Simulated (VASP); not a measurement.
Data:

```
CELL_PARAMETERS angstrom
      0.00000     1.94812     1.94812
      1.94812     0.00000     1.94812
      1.94812     1.94812     0.00000
ATOMIC_POSITIONS crystal
  Pt 0.00000 0.00000 0.00000
```

All values below come from LDA (Ceperley-Alder, Perdew-Zunger), VASP's LDA PAW potentials (set 64) (plane waves; VASP). Run with 500 eV cut-off, 16×16×16 Γ-centred mesh, first-order Methfessel-Paxton smearing of 0.10 eV, potentials Pt.

Q: The ions, cell shape and volume at an external pressure of 5.0 GPa are relaxed. What does this cell relax into?

A: 
```
CELL_PARAMETERS angstrom
      0.00000     1.93829     1.93829
      1.93829     0.00000     1.93829
      1.93829     1.93829     0.00000
ATOMIC_POSITIONS crystal
  Pt 0.00000 0.00000 0.00000
```
Space group Fm-3m (225), at a tolerance of 0.03 Å.

Q: How do energy and volume change from the first to the last step?

A: The energy (σ→0) changes by +3.3 meV/atom and the volume by -1.5 %, in 3 ionic steps.

The compound is Pt in the fcc structure. This run relaxes it under an external pressure of 5 GPa. Symmetry was kept, so distortions that lower it aren't found.
